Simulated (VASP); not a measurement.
OSZICAR of a VASP run on As (a7):

File OSZICAR:
```
       N       E                     dE             d eps       ncg     rms          rms(c)
DAV:   1     0.296457788854E+02    0.29646E+02   -0.41654E+03  3402   0.884E+02
DAV:   2    -0.811491444729E+01   -0.37761E+02   -0.36858E+02  5213   0.121E+02
DAV:   3    -0.934858142143E+01   -0.12337E+01   -0.12256E+01  3961   0.261E+01
DAV:   4    -0.935502915882E+01   -0.64477E-02   -0.64444E-02  4185   0.200E+00
DAV:   5    -0.935504777725E+01   -0.18618E-04   -0.18618E-04  3899   0.995E-02    0.311E+00
DAV:   6    -0.934700987264E+01    0.80379E-02   -0.51949E-03  3794   0.581E-01    0.187E+00
DAV:   7    -0.934309871575E+01    0.39112E-02   -0.11313E-02  3555   0.887E-01    0.904E-02
DAV:   8    -0.934322429459E+01   -0.12558E-03   -0.45638E-04  3529   0.159E-01    0.348E-02
DAV:   9    -0.934327616067E+01   -0.51866E-04   -0.78892E-05  3781   0.707E-02    0.112E-02
DAV:  10    -0.934327580356E+01    0.35711E-06   -0.66963E-06  3857   0.173E-02
   1 F= -.93432758E+01 E0= -.93432765E+01  d E =-.934328E+01
```

Question: Which electronic solver shows in the log?

Answer: It is blocked Davidson (ALGO = Normal, or the opening steps of other solvers). The INCAR had ALGO = Normal.

Question: Can the final energy be trusted as converged?

Answer: The run converged. It stopped with EDIFF = 1E-6, NELM = 100, NSW = 40 and EDIFFG = -0.02 after 1 ionic step (PBE GGA, plane waves, VASP's PBE PAW potentials (set 64)).

The compound is As in the a7 structure. It was relaxed first.
